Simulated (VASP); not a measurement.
Input:

```
CELL_PARAMETERS angstrom
      5.75778     0.00000     0.00000
      0.00000     3.72530     0.00000
      0.00000     0.00000     6.11640
ATOMIC_POSITIONS crystal
  Pt 0.49763 0.25000 0.69303
  Pt 0.99763 0.25000 0.80697
  Pt 0.50237 0.75000 0.30697
  Pt 0.00237 0.75000 0.19303
  Ge 0.68671 0.25000 0.08795
  Ge 0.18671 0.25000 0.41205
  Ge 0.31329 0.75000 0.91205
  Ge 0.81329 0.75000 0.58795
```

All values below come from r2SCAN meta-GGA, VASP's PBE PAW potentials (set 64) (plane waves; VASP). Numerical set-up: 400 eV cut-off, 6×9×6 Γ-centred mesh, tetrahedra with Blöchl corrections, potentials Pt Ge_d.

Problem. Give the energies of bands 41 to 54 at the high-symmetry points, in eV from the Fermi level.

Solution. 
```tsv
band	Γ	X	S	Y	Z	U	R	T
41	-3.19	-3.58	-3.13	-3.30	-3.07	-3.28	-3.21	-3.23
42	-3.18	-3.58	-3.13	-3.30	-3.07	-3.28	-3.21	-3.23
43	-3.01	-2.86	-3.13	-2.84	-3.06	-3.08	-3.21	-2.92
44	-2.85	-2.86	-3.13	-2.84	-3.06	-3.08	-3.21	-2.92
45	-2.63	-2.65	-2.00	-2.75	-1.97	-1.38	-2.66	-2.64
46	-1.60	-2.65	-2.00	-2.75	-1.97	-1.38	-2.66	-2.64
47	-1.54	0.04	-2.00	-1.71	-0.04	0.73	-2.66	-2.29
48	-1.02	0.04	-2.00	-1.71	-0.04	0.73	-2.66	-2.29
49	0.72	1.29	0.62	-0.18	1.03	1.90	2.59	0.49
50	1.02	1.29	0.62	-0.18	1.03	1.90	2.59	0.49
51	3.05	2.48	0.62	2.23	2.07	2.67	2.59	1.15
52	3.42	2.48	0.62	2.23	2.07	2.67	2.59	1.15
53	3.51	4.21	4.34	2.30	4.37	2.89	3.24	1.77
54	3.90	4.21	4.34	2.30	4.37	2.89	3.24	1.77
```

It has no gap at this level: it comes out as a metal or semimetal.

The structure was generated: GePt was put into the MnP type (Pnma), which need not be its known phase. It was relaxed first, which changed the volume by -6 %.
